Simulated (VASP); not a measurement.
These are PBE GGA, VASP's PBE PAW potentials (set 64) (plane waves; VASP) values and carry that method's errors.

VASP input:

### INCAR
```
SYSTEM=CdSe
PREC=Accurate; ENCUT=400; LREAL=.FALSE.
LASPH=.TRUE.; KSPACING=0.4; KGAMMA=.TRUE.
EDIFF=1E-6; NELM=100; ALGO=Normal
LMAXMIX=4
ISMEAR=0; SIGMA=0.05
GGA=PE
ISIF=2
LWAVE=.FALSE.; LCHARG=.FALSE.
```

**POSCAR**
```
CdSe
6.1710
  0.0000000000   0.5000000000   0.5000000000
  0.5000000000   0.0000000000   0.5000000000
  0.5000000000   0.5000000000   0.0000000000
Cd Se
1 1
direct
  0.0000000000   0.0000000000   0.0000000000
  0.2500000000   0.2500000000   0.2500000000
```

POTCAR, in this order: Cd Se (PBE.64 set). Program: vasp_std.

What VASP printed:

OSZICAR:
```
       N       E                     dE             d eps       ncg     rms          rms(c)
DAV:   1     0.950284277418E+02    0.95028E+02   -0.76021E+03   260   0.978E+02
DAV:   2    -0.222917788224E+01   -0.97258E+02   -0.93666E+02   320   0.269E+02
DAV:   3    -0.585341230998E+01   -0.36242E+01   -0.36194E+01   280   0.561E+01
DAV:   4    -0.587024068358E+01   -0.16828E-01   -0.16828E-01   305   0.369E+00
DAV:   5    -0.587033975674E+01   -0.99073E-04   -0.99073E-04   290   0.261E-01    0.598E+00
DAV:   6    -0.550217530195E+01    0.36816E+00   -0.68846E-01   331   0.105E+01    0.472E+00
DAV:   7    -0.548046743512E+01    0.21708E-01   -0.16565E-01   280   0.305E+00    0.206E+00
DAV:   8    -0.548128993487E+01   -0.82250E-03   -0.14572E-02   260   0.177E+00    0.244E-01
DAV:   9    -0.548145743368E+01   -0.16750E-03   -0.20368E-03   285   0.660E-01    0.493E-02
DAV:  10    -0.548153405779E+01   -0.76624E-04   -0.23550E-04   280   0.221E-01    0.470E-02
DAV:  11    -0.548158460807E+01   -0.50550E-04   -0.90244E-05   275   0.732E-02    0.154E-02
DAV:  12    -0.548158342793E+01    0.11801E-05   -0.72098E-06   290   0.389E-02    0.491E-03
DAV:  13    -0.548158416157E+01   -0.73364E-06   -0.24114E-06   262   0.117E-02
   1 F= -.54815842E+01 E0= -.54815842E+01  d E =-.138766E-10
```

### OUTCAR
```
------------------------ aborting loop because EDIFF is reached ----------------------------------------
  FORCE on cell =-STRESS in cart. coord.  units (eV):
  Direction    XX          YY          ZZ          XY          YZ          ZX
  --------------------------------------------------------------------------------------
  Total        0.1791539      0.1791539      0.1791539     -0.0000000      0.0000000     -0.0000000
  in kB        4.8857395      4.8857395      4.8857395     -0.0000000      0.0000000     -0.0000000
  external PRESSURE =       4.8857395 kB  Pullay stress =       0.0000000 kB
  volume of cell :       58.75
      direct lattice vectors                 reciprocal lattice vectors
     0.000000000  3.085500000  3.085500000    -0.162048290  0.162048290  0.162048290
     3.085500000  0.000000000  3.085500000     0.162048290 -0.162048290  0.162048290
     3.085500000  3.085500000  0.000000000     0.162048290  0.162048290 -0.162048290
  FREE ENERGIE OF THE ION-ELECTRON SYSTEM (eV)
  ---------------------------------------------------
  free  energy   TOTEN  =        -5.4815841616 eV

  energy  without entropy=       -5.4815841616  energy(sigma->0) =       -5.48158416
```
(Selected blocks of OUTCAR.)

OUTCAR:
```
 val. band max:        0.6167423652   @ k =   0.0000   0.0000   0.0000

 cond. band min:       1.1285563162   @ k =   0.0000   0.0000   0.0000


 Fermi energy:         0.8271170712

 k-point     1 :       0.0000    0.0000    0.0000
  band No.  band energies     occupation
      1     -11.7411      2.00000
      2      -7.1894      2.00000
      3      -7.1894      2.00000
      4      -7.1894      2.00000
      5      -6.8604      2.00000
      6      -6.8604      2.00000
      7       0.6167      2.00000
      8       0.6167      2.00000
      9       0.6167      2.00000
     10       1.1286      0.00000
     11       6.5396      0.00000
     12       6.5396      0.00000
     13       6.5396      0.00000

 k-point     2 :       0.2000    0.0000    0.0000
  band No.  band energies     occupation
      1     -11.6262      2.00000
      2      -7.1547      2.00000
      3      -7.1547      2.00000
      4      -7.0671      2.00000
      5      -6.8606      2.00000
      6      -6.8606      2.00000
      7      -1.4083      2.00000
      8       0.3546      2.00000
      9       0.3546      2.00000
     10       2.6296      0.00000
     11       6.3253      0.00000
     12       6.9337      0.00000
     13       6.9337      0.00000

 k-point     3 :       0.4000    0.0000    0.0000
  band No.  band energies     occupation
      1     -11.4375      2.00000
      2      -7.1113      2.00000
      3      -7.1113      2.00000
      4      -6.8450      2.00000
      5      -6.8450      2.00000
      6      -6.6999      2.00000
      7      -3.2218      2.00000
      8      -0.0152      2.00000
      9      -0.0152      2.00000
     10       2.9581      0.00000
     11       7.0687      0.00000
     12       7.0687      0.00000
     13       7.5688      0.00000

 k-point     4 :       0.2000    0.2000    0.0000
  band No.  band energies     occupation
      1     -11.5885      2.00000
      2      -7.1167      2.00000
      3      -7.1167      2.00000
...
```

The compound is CdSe in the zinc blende structure, whereas wurtzite is the usual form. The cell was not relaxed at this level. The run is one of a series of settings (KGAMMA = .TRUE., KSPACING = 0.4, KPOINTS file removed against the base run), some of them coarse on purpose.
